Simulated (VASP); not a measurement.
```cif
data_GdN
_chemical_formula_sum 'Gd1 N1'
_space_group_name_H-M_alt 'P 1'
_space_group_IT_number 1
_cell_length_a 3.48295
_cell_length_b 3.48295
_cell_length_c 3.48295
_cell_angle_alpha 60.000
_cell_angle_beta 60.000
_cell_angle_gamma 60.000
loop_
_space_group_symop_operation_xyz
  'x, y, z'
loop_
_atom_site_label
_atom_site_type_symbol
_atom_site_fract_x
_atom_site_fract_y
_atom_site_fract_z
_atom_site_occupancy
Gd1 Gd 0.00000 0.00000 0.00000 1
N1 N 0.50000 0.50000 0.50000 1
```

Method: AM05 GGA, VASP's PBE PAW potentials (set 64) (plane waves; VASP 6.6.1). Settings: 520 eV cut-off, 13×13×13 Γ-centred mesh, first-order Methfessel-Paxton smearing of 0.10 eV, potentials Gd_3 N.

The 4f electrons are frozen in the core of the lanthanide potential, so 4f levels, which can set the real gap, and their magnetism are missing.

Give the energy at these volumes per atom, relative to the lowest: 14.04, 14.49, 14.94, 15.39, 15.84 Å³.

30.9, 7.3, 0.0, 6.7, 25.2 meV/atom. A third-order Birch-Murnaghan fit gives B0 = 166 GPa and B0′ = 4.3.

Measured: bulk modulus 192 GPa (computed value off by -13.6 %), as given by K Doll, Journal of Physics Condensed Matter (2008), arXiv:0801.3152; a 4.974 Å (computed value off by -1.0 %), as given by F. Natali et al., Progress in Materials Science (2013), arXiv:1208.2410. The calculation is for a static lattice, while the measured bulk modulus, a hold thermal and zero-point effects, which are part of the difference.

The compound is GdN in the rock salt structure. It was relaxed first.
